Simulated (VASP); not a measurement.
Input:

```
CELL_PARAMETERS angstrom
      6.17569     0.00000     0.00000
      0.00000     6.17569     0.00000
      0.00000     0.00000     6.17569
ATOMIC_POSITIONS crystal
  Cs 0.00000 0.00000 0.00000
  Sn 0.50000 0.50000 0.50000
  I  0.50000 0.00000 0.50000
  I  0.00000 0.50000 0.50000
  I  0.50000 0.50000 0.00000
```

Calculation: TPSS meta-GGA, VASP's PBE PAW potentials (set 64) (plane waves; VASP). Run with 520 eV cut-off, 4×4×4 Γ-centred mesh, Gaussian smearing of 0.050 eV, potentials Cs_sv Sn_d I.

Unless said otherwise, spin-orbit coupling is left out, though it shifts the bands of the heavy elements here.

Task: What does the run give for the energy per atom (σ→0), pressure, band gap (on the k-mesh) with the smallest direct gap where there is one?

Result: 
```yaml
band gap (on the k-mesh): 0.34 eV
smallest direct gap (on the k-mesh): 0.34 eV
energy per atom (σ→0): -10.772 eV/atom
pressure: 10.5 kbar
```

The absolute energy has meaning only against runs of the same code, potentials and settings.

The compound is CsSnI3 in the cubic perovskite structure, the ideal cubic form; the compound distorts at low or room temperature. This cell is one point of a volume scan, at 0.97 of the reference volume.
